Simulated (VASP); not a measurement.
## MgO: from the relaxed cell to its vibrations

What lattice, stiffness and vibrations does MgO have at one level of theory? The starting structure is a measured crystal structure from the Crystallography Open Database. All runs use LDA.

Main program and level: VASP 6.6.1; Kohn-Sham DFT with plane waves and PAW; LDA.

## 1. Starting point

It takes space group Fm-3m (No. 225, cubic). The conventional cell has a = 4.212 Å, b = 4.212 Å, c = 4.212 Å, α = 90.00°, β = 90.00°, γ = 90.00°. Mg has 6 O at 2.11 Å nearest. Nearest to O lie 6 Mg at 2.11 Å. Farther neighbours and most contacts between anions are not listed.

Structure file:

```xyz
2
Lattice="0.0000 2.1061 2.1061 2.1061 0.0000 2.1061 2.1061 2.1061 0.0000" Properties=species:S:1:pos:R:3 pbc="T T T"
Mg    0.0000    0.0000    0.0000
O     2.1061    2.1061    2.1061
```

## 2. Relaxation

This run starts from the cell of an earlier relaxation, which isn't shown; the restart sets up the plane waves anew.

INCAR

```
SYSTEM = MgO
PREC = Accurate
ENCUT = 560
EDIFF = 1E-07
NELM = 100
ISMEAR = 0
SIGMA = 0.03
LREAL = .FALSE.
ALGO = Normal
GGA = CA
NBANDS = 10
LORBIT = 11
LWAVE = .FALSE.
LCHARG = .FALSE.
KPAR = 4
IBRION = 2
NSW = 50
ISIF = 3
EDIFFG = -0.002
```

POSCAR

```
MgO
1.0
    0.0000000000      2.0724867434      2.0724867434
    2.0724867434      0.0000000000      2.0724867434
    2.0724867434      2.0724867434      0.0000000000
Mg O
1 1
Direct
    0.0000000000      0.0000000000      0.0000000000
    0.5000000000      0.5000000000      0.5000000000
```

KPOINTS

```
Automatic mesh
0
Gamma
8 8 8
0 0 0
```

PAW data sets: Mg and O (LDA family, release 64).

The run is started by

```bash
$ mpirun -np 4 vasp_std
```

Output:

```text
[banner, memory and clock lines left out]
running    4 mpi-ranks, on    1 nodes
 distrk:  each k-point on    1 cores,    4 groups
 distr:  one band on    1 cores,    1 groups

 POSCAR found type information on POSCAR MgO
 POSCAR found :  2 types and       2 ions
 LDA part: xc-table for (Slater(with rela. corr.)+CA(PZ))
 , standard interpolation
 POSCAR, INCAR and KPOINTS ok, starting setup
 FFT: planning ... GRIDC
 FFT: planning ... GRID_SOFT
 FFT: planning ... GRID
 WAVECAR not read
 entering main loop
       N       E                     dE             d eps       ncg     rms          rms(c)
DAV:   1     0.124497430356E+02    0.12450E+02   -0.51340E+03   652   0.769E+02
DAV:   2    -0.144817138460E+02   -0.26931E+02   -0.25660E+02   652   0.142E+02
DAV:   3    -0.150321405314E+02   -0.55043E+00   -0.55011E+00   686   0.180E+01
DAV:   4    -0.150333862530E+02   -0.12457E-02   -0.12457E-02   658   0.943E-01
DAV:   5    -0.150333897030E+02   -0.34501E-05   -0.34500E-05   650   0.467E-02    0.710E+00
DAV:   6    -0.135090072980E+02    0.15244E+01   -0.87640E+00   582   0.177E+01    0.219E+00
DAV:   7    -0.134706458594E+02    0.38361E-01   -0.50496E-02   628   0.223E+00    0.128E+00
DAV:   8    -0.134470852462E+02    0.23561E-01   -0.26286E-02   590   0.183E+00    0.188E-01
DAV:   9    -0.134469039951E+02    0.18125E-03   -0.18743E-04   668   0.114E-01    0.127E-01
DAV:  10    -0.134467882224E+02    0.11577E-03   -0.27279E-04   610   0.155E-01    0.831E-03
DAV:  11    -0.134467873402E+02    0.88223E-06   -0.41443E-06   628   0.120E-02    0.309E-03
DAV:  12    -0.134467873350E+02    0.51962E-08   -0.18878E-07   542   0.307E-03
   1 F= -.13446787E+02 E0= -.13446787E+02  d E =-.134468E+02
 curvature:   0.00 expect dE= 0.000E+00 dE for cont linesearch  0.000E+00
 trial: gam= 0.00000 g(F)=  0.750E-62 g(S)=  0.312E-09 ort = 0.000E+00 (trialstep = 0.100E+01)
 search vector abs. value=  0.412E-09
 reached required accuracy - stopping structural energy minimisation
```

Elapsed: 4.8 s, on 4 MPI ranks of AMD EPYC 7R43, shared host; peak memory 0.39 GiB.

The logs omit lines about the potential files and the build; timing stands in the text.

Parts of OUTCAR (step 2):

```text
ion  position               nearest neighbor table
   1  0.000  0.000  0.000-   2 2.07   2 2.07   2 2.07   2 2.07   2 2.07   2 2.07
   2  0.500  0.500  0.500-   1 2.07   1 2.07   1 2.07   1 2.07   1 2.07   1 2.07

  LATTYP: Found a face centered cubic cell.
 ALAT       =     4.1449734868

 Subroutine GETGRP returns: Found 48 space group operations
 (whereof 48 operations were pure point group operations)

The static configuration has the point symmetry O_h .

 Found     29 irreducible k-points:

   k-points           NKPTS =     29   k-points in BZ     NKDIM =     29   number of bands    NBANDS=     10

   dimension x,y,z NGX =    24 NGY =   24 NGZ =   24
   dimension x,y,z NGXF=    48 NGYF=   48 NGZF=   48

   ENCUT  =  560.0 eV  41.16 Ry    6.42 a.u.   5.66  5.66  5.66*2*pi/ulx,y,z

   NELECT =       8.0000    total number of electrons

 k-points in reciprocal lattice and weights: Automatic mesh
   0.00000000  0.00000000  0.00000000       0.002
   0.12500000  0.00000000  0.00000000       0.016
   0.25000000  0.00000000  0.00000000       0.016
   0.37500000  0.00000000  0.00000000       0.016
   0.50000000  0.00000000  0.00000000       0.008
   0.12500000  0.12500000  0.00000000       0.012
   0.25000000  0.12500000  0.00000000       0.047
   0.37500000  0.12500000  0.00000000       0.047
   0.50000000  0.12500000  0.00000000       0.047
[...]
-0.37500000  0.50000000  0.12500000       0.023
  -0.25000000  0.50000000  0.25000000       0.012

 average (electrostatic) potential at core
       1 -34.5939       2 -70.3899

 E-fermi :   3.3948

 k-point     1 :       0.0000    0.0000    0.0000
  band No.  band energies     occupation
      1     -14.0069      2.00000
      2       3.2551      2.00000
      3       3.2551      2.00000
      4       3.2551      2.00000
      5       8.3963      0.00000
      6      19.0424      0.00000
      7      19.0424      0.00000
      8      19.0424      0.00000
      9      23.1950      0.00000
    ...

 k-point     2 :       0.1250    0.0000    0.0000
  band No.  band energies     occupation
      1     -13.8224      2.00000
      2       2.2718      2.00000
      3       3.1404      2.00000
      4       3.1404      2.00000
      5       9.2944      0.00000
      6      17.3775      0.00000
      7      19.4296      0.00000
      8      19.4296      0.00000
      9      23.9822      0.00000
    ...

 k-point     3 :       0.2500    0.0000    0.0000
  band No.  band energies     occupation
      1     -13.3387      2.00000
      2       0.4673      2.00000
      3       2.8769      2.00000
      4       2.8769      2.00000
      5      10.6812      0.00000
      6      15.9107      0.00000
      7      20.0099      0.00000
      8      20.0099      0.00000
      9      23.5889      0.00000
    ...

  Total       -0.0000657     -0.0000657     -0.0000657      0.0000000      0.0000000      0.0000000
  in kB       -0.0059099     -0.0059099     -0.0059099      0.0000000      0.0000000      0.0000000
  external PRESSURE =      -0.0059099 kB  Pullay stress =       0.0000000 kB

  energy-cutoff  :      560.00
  volume of cell :       17.80
      direct lattice vectors                 reciprocal lattice vectors
     0.000000000  2.072486743  2.072486743    -0.241256067  0.241256067  0.241256067
     2.072486743  0.000000000  2.072486743     0.241256067 -0.241256067  0.241256067
     2.072486743  2.072486743  0.000000000     0.241256067  0.241256067 -0.241256067

 POSITION                                       TOTAL-FORCE (eV/Angst)
 -----------------------------------------------------------------------------------
      0.00000      0.00000      0.00000        -0.000000     -0.000000      0.000000
      2.07249      2.07249      2.07249         0.000000      0.000000      0.000000
 -----------------------------------------------------------------------------------
    total drift:                               -0.000000     -0.000000      0.000000

  FREE ENERGIE OF THE ION-ELECTRON SYSTEM (eV)
  ---------------------------------------------------
  free  energy   TOTEN  =       -13.4467873350 eV

  energy  without entropy=      -13.4467873350  energy(sigma->0) =      -13.44678733

 reached required accuracy - stopping structural energy minimisation

 total charge
# of ion       s       p       d       tot
------------------------------------------
    1        0.161   0.204   0.090   0.456
    2        1.529   3.566   0.000   5.095
--------------------------------------------------
tot          1.690   3.771   0.090   5.551

[... 3 further parts left out ...]
```

The run keeps the 48 symmetry operations of its start, so it cannot find a distortion of lower symmetry.

The relaxed cell holds 8.902 Å³ an atom, with a = 4.145 Å (-1.6 % against the database cell). Pressures at 0.985 and 1.015 times this volume, from two more relaxations that aren't shown, give a bulk modulus of 179.7 GPa.

## 3. Elastic constants

INCAR

```
SYSTEM = MgO
PREC = Accurate
ENCUT = 800
EDIFF = 1E-08
NELM = 100
ISMEAR = 0
SIGMA = 0.03
LREAL = .FALSE.
ALGO = Normal
GGA = CA
NBANDS = 10
LORBIT = 11
LWAVE = .FALSE.
LCHARG = .FALSE.
KPAR = 4
IBRION = 6
NFREE = 2
POTIM = 0.015
ISIF = 3
NSW = 1
```

POSCAR is that of step 2.

KPOINTS

```
Automatic mesh
0
Gamma
10 10 10
0 0 0
```

The run is started by

```bash
$ mpirun -np 4 vasp_std
```

Output:

```text
[... set-up lines as in an earlier step ...]
 entering main loop
       N       E                     dE             d eps       ncg     rms          rms(c)
DAV:   1     0.300236378549E+02    0.30024E+02   -0.60054E+03   972   0.103E+03
DAV:   2    -0.137268652314E+02   -0.43751E+02   -0.42192E+02  1060   0.182E+02
DAV:   3    -0.150368965270E+02   -0.13100E+01   -0.13081E+01  1146   0.293E+01
DAV:   4    -0.150399125643E+02   -0.30160E-02   -0.30160E-02  1050   0.156E+00
[...]
DAV:  11    -0.134546427748E+02    0.10671E-05   -0.37745E-06  1002   0.115E-02    0.357E-03
DAV:  12    -0.134546427365E+02    0.38312E-07   -0.28839E-07  1044   0.369E-03    0.691E-04
DAV:  13    -0.134546427312E+02    0.53299E-08   -0.59033E-09   558   0.918E-04
   1 F= -.13454643E+02 E0= -.13454643E+02  d E =-.648845E-30
[... from here on, the cycles between the ionic steps are left out ...]
   2 F= -.13450655E+02 E0= -.13450655E+02  d E =-.855220E-35
   3 F= -.13449976E+02 E0= -.13449976E+02  d E =-.118690E-12
   4 F= -.13450655E+02 E0= -.13450655E+02  d E =-.854588E-35
   5 F= -.13449976E+02 E0= -.13449976E+02  d E =-.118428E-12
   6 F= -.13450655E+02 E0= -.13450655E+02  d E =-.854541E-35
   7 F= -.13449976E+02 E0= -.13449976E+02  d E =-.148275E-12
   8 F= -.13452676E+02 E0= -.13452676E+02  d E =-.135254E-22
   9 F= -.13452676E+02 E0= -.13452676E+02  d E =-.133754E-22
  10 F= -.13452676E+02 E0= -.13452676E+02  d E =-.134899E-22
  11 F= -.13452676E+02 E0= -.13452676E+02  d E =-.133631E-22
  12 F= -.13452676E+02 E0= -.13452676E+02  d E =-.134884E-22
  13 F= -.13452676E+02 E0= -.13452676E+02  d E =-.133362E-22
  14 F= -.13453925E+02 E0= -.13453925E+02  d E =-.540608E-30
  15 F= -.13453925E+02 E0= -.13453925E+02  d E =-.540269E-30
  16 F= -.13453927E+02 E0= -.13453927E+02  d E =-.539751E-30
  17 F= -.13453927E+02 E0= -.13453927E+02  d E =-.539926E-30
 Finite differences progress:
  Degree of freedom:   8/  8
  Displacement:        2/  2
  Total:              16/ 16
```

Wall time 4.3 min (4 MPI ranks); peak memory 1.1 GiB; 17 min of CPU time.

OUTCAR, selected parts (step 3):

```text
  Total        0.0150210      0.0043449      0.0043449     -0.0000000      0.0000000      0.0000000
  in kB        1.3517746      0.3910075      0.3910075     -0.0000000      0.0000000      0.0000000
  external PRESSURE =       0.7112632 kB  Pullay stress =       0.0000000 kB

 POSITION                                       TOTAL-FORCE (eV/Angst)
 -----------------------------------------------------------------------------------
      0.00000      0.00000      0.00000        -0.095664      0.000000      0.000000
      2.05749      2.07249      2.07249         0.095664      0.000000      0.000000
 -----------------------------------------------------------------------------------
    total drift:                               -0.000079      0.000000      0.000000

  FREE ENERGIE OF THE ION-ELECTRON SYSTEM (eV)
  ---------------------------------------------------
  free  energy   TOTEN  =       -13.4539265006 eV

  energy  without entropy=      -13.4539265006  energy(sigma->0) =      -13.45392650

[... 3 further parts left out ...]
[key lines of the parts left out:]
E-fermi :   3.4814
```

The last energy, forces and stress in OUTCAR belong to the last displaced cell, not to that of POSCAR.

The elastic tensor has C11 = 346.4, C12 = 98.2, C44 = 157.4 GPa; its Hill averages are a bulk modulus of 181.0 and a shear modulus of 143.1 GPa.

## 4. Modes of the relaxed cell

INCAR

```
SYSTEM = MgO
PREC = Accurate
ENCUT = 560
EDIFF = 1E-08
NELM = 100
ISMEAR = 0
SIGMA = 0.03
LREAL = .FALSE.
ALGO = Normal
GGA = CA
NBANDS = 10
LORBIT = 11
LWAVE = .FALSE.
LCHARG = .FALSE.
KPAR = 4
IBRION = 8
LEPSILON = .TRUE.
LPEAD = .TRUE.
ISIF = 2
```

POSCAR is that of step 3.

KPOINTS

```
Automatic mesh
0
Gamma
18 18 18
0 0 0
```

The run is started by

```bash
$ mpirun -np 4 vasp_std
```

Output:

```text
[... set-up lines as in an earlier step ...]
 entering main loop
       N       E                     dE             d eps       ncg     rms          rms(c)
DAV:   1     0.122539517479E+02    0.12254E+02   -0.49987E+03  4500   0.762E+02
DAV:   2    -0.145022909122E+02   -0.26756E+02   -0.25996E+02  4382   0.146E+02
DAV:   3    -0.150323086652E+02   -0.53002E+00   -0.52957E+00  4680   0.179E+01
DAV:   4    -0.150333824843E+02   -0.10738E-02   -0.10738E-02  4330   0.906E-01
[...]
DAV:  11    -0.134467979680E+02    0.83813E-06   -0.40208E-06  4226   0.119E-02    0.308E-03
DAV:  12    -0.134467979653E+02    0.26137E-08   -0.17443E-07  4316   0.299E-03    0.621E-04
DAV:  13    -0.134467979641E+02    0.12406E-08   -0.42383E-09  2316   0.762E-04
   1 F= -.13446798E+02 E0= -.13446798E+02  d E =-.526353E-24
 Linear response reoptimize wavefunctions to high precision
DAV:   1    -0.134467979650E+02   -0.93246E-09   -0.14244E-10  2570   0.126E-04
DAV:   2    -0.134467979650E+02   -0.12506E-11   -0.87290E-12  2150   0.314E-05
 Linear response to external field (no local field effect), progress :
[...]
RMM:   9    -0.215497783232E-02    0.74835E-09    0.62874E-11 14625   0.439E-06    0.385E-07
 first order change of Fermi-energy  -0.23724E-03
 force on displaced ion       1 direction 1 :  -6.391   0.000   0.000
 Born effective charge ion    1 direction 1 :   1.948   0.000   0.000
 Linear response progress:
  Degree of freedom:   2/  2
       N       E                     dE             d eps       ncg     rms          rms(c)
RMM:   1    -0.349123269596E+00   -0.34912E+00    0.37964E-01 17237   0.425E+00
RMM:   2    -0.349051162152E+00    0.72107E-04   -0.18745E-03 15174   0.354E-01    0.135E-01
RMM:   3    -0.350435706975E+00   -0.13845E-02   -0.37914E-04 14566   0.142E-01    0.715E-02
RMM:   4    -0.352550401785E+00   -0.21147E-02   -0.37965E-04 13815   0.145E-01    0.175E-02
[...]
RMM:   8    -0.352561903549E+00    0.94740E-07   -0.24511E-09 16830   0.649E-05    0.158E-05
RMM:   9    -0.352561952531E+00   -0.48982E-07   -0.24403E-09 16659   0.268E-05    0.271E-06
RMM:  10    -0.352561944714E+00    0.78171E-08   -0.24991E-09 13579   0.180E-05    0.460E-07
 first order change of Fermi-energy   0.14608E-02
 force on displaced ion       2 direction 1 :  -6.388   0.000   0.000
 Born effective charge ion    2 direction 1 :  -1.948   0.000   0.000
 Born effective charges drift removed
 Linear response finished
```

Elapsed: 2.8 min, on 4 MPI ranks; peak memory 2.2 GiB.

OUTCAR, selected parts (step 4):

```text
  Total        0.0000917      0.0000917      0.0000917      0.0000000     -0.0000000      0.0000000
  in kB        0.0082526      0.0082526      0.0082526      0.0000000     -0.0000000      0.0000000
  external PRESSURE =       0.0082526 kB  Pullay stress =       0.0000000 kB

 POSITION                                       TOTAL-FORCE (eV/Angst)
 -----------------------------------------------------------------------------------
      0.00000      0.00000      0.00000        -0.000000      0.000000      0.000000
      2.07249      2.07249      2.07249         0.000000     -0.000000      0.000000
 -----------------------------------------------------------------------------------
    total drift:                               -0.000000     -0.000000      0.000000

 MACROSCOPIC STATIC DIELECTRIC TENSOR (including local field effects in DFT)
 ------------------------------------------------------
           3.092044     0.000000     0.000000
           0.000000     3.092044     0.000000
           0.000000     0.000000     3.092044
 ------------------------------------------------------

 MACROSCOPIC STATIC DIELECTRIC TENSOR IONIC CONTRIBUTION
 ------------------------------------------------------
           6.036682     0.000000     0.000000
           0.000000     6.036682     0.000000
           0.000000     0.000000     6.036682
 ------------------------------------------------------

[... 1 part as in an earlier step ...]

[... 1 further part left out ...]
```

The zone-centre modes at 8.902 Å³ an atom are T1u 424.3 cm⁻¹.

## 5. Modes at 0.97 of that volume

Shape and positions were first relaxed at this volume, in a run that isn't shown.

INCAR is that of step 4.

POSCAR

```
MgO
1.0
    0.0000000000      2.0515511025      2.0515511025
    2.0515511025      0.0000000000      2.0515511025
    2.0515511025      2.0515511025      0.0000000000
Mg O
1 1
Direct
    0.0000000000      0.0000000000      0.0000000000
    0.5000000000      0.5000000000      0.5000000000
```

KPOINTS is that of step 4.

The run is started by

```bash
$ mpirun -np 4 vasp_std
```

Output:

```text
[... set-up lines as in an earlier step ...]
 entering main loop
       N       E                     dE             d eps       ncg     rms          rms(c)
DAV:   1     0.130798565701E+02    0.13080E+02   -0.50082E+03  4492   0.767E+02
DAV:   2    -0.144324444437E+02   -0.27512E+02   -0.26389E+02  4418   0.144E+02
DAV:   3    -0.150368857272E+02   -0.60444E+00   -0.60379E+00  4598   0.187E+01
DAV:   4    -0.150384494047E+02   -0.15637E-02   -0.15637E-02  4288   0.998E-01
[...]
DAV:  11    -0.134362652638E+02    0.92118E-06   -0.44447E-06  4252   0.128E-02    0.311E-03
DAV:  12    -0.134362652561E+02    0.77038E-08   -0.17443E-07  4270   0.297E-03    0.502E-04
DAV:  13    -0.134362652564E+02   -0.29206E-09   -0.35960E-09  2294   0.614E-04
   1 F= -.13436265E+02 E0= -.13436265E+02  d E =-.268766E-18
 Linear response reoptimize wavefunctions to high precision
DAV:   1    -0.134362652574E+02   -0.10294E-08   -0.12212E-10  2528   0.119E-04
DAV:   2    -0.134362652574E+02    0.27285E-11   -0.76133E-12  2128   0.283E-05
 Linear response to external field (no local field effect), progress :
[...]
RMM:   9    -0.228092203457E-02    0.20468E-08    0.62625E-12 14513   0.371E-06    0.337E-07
 first order change of Fermi-energy   0.59174E-01
 force on displaced ion       1 direction 1 :  -7.323   0.000   0.000
 Born effective charge ion    1 direction 1 :   1.936   0.000   0.000
 Linear response progress:
  Degree of freedom:   2/  2
       N       E                     dE             d eps       ncg     rms          rms(c)
RMM:   1    -0.348917429377E+00   -0.34892E+00    0.38114E-01 17173   0.426E+00
RMM:   2    -0.348858892699E+00    0.58537E-04   -0.18713E-03 15126   0.355E-01    0.140E-01
RMM:   3    -0.350275674719E+00   -0.14168E-02   -0.39703E-04 14552   0.146E-01    0.732E-02
RMM:   4    -0.352448905827E+00   -0.21732E-02   -0.39458E-04 13819   0.149E-01    0.178E-02
[...]
RMM:   8    -0.352470885047E+00    0.70901E-07   -0.11508E-09 16773   0.603E-05    0.158E-05
RMM:   9    -0.352470920783E+00   -0.35735E-07   -0.11295E-09 16690   0.217E-05    0.283E-06
RMM:  10    -0.352470914830E+00    0.59523E-08   -0.11580E-09 13700   0.135E-05    0.451E-07
 first order change of Fermi-energy  -0.57667E-01
 force on displaced ion       2 direction 1 :  -7.305   0.000   0.000
 Born effective charge ion    2 direction 1 :  -1.936   0.000   0.000
 Born effective charges drift removed
 Linear response finished
```

The job ended after 2.9 min (4 MPI ranks; peak memory 2.1 GiB).

(Continued in part 2 of 2.)

[Lines on the potential files, build, host, timing and source positions are cut from VASP's logs without a mark.]

[Logs are printed without paths, hosts, clocks, repeated set-up lines and the standing remarks that a program may print on its own settings, such as how far it seeks lower states.]

[Hosts, paths, dates, database ids (printed as entryN), source tags and the programs' standing remarks are cut or masked in the printed files.]
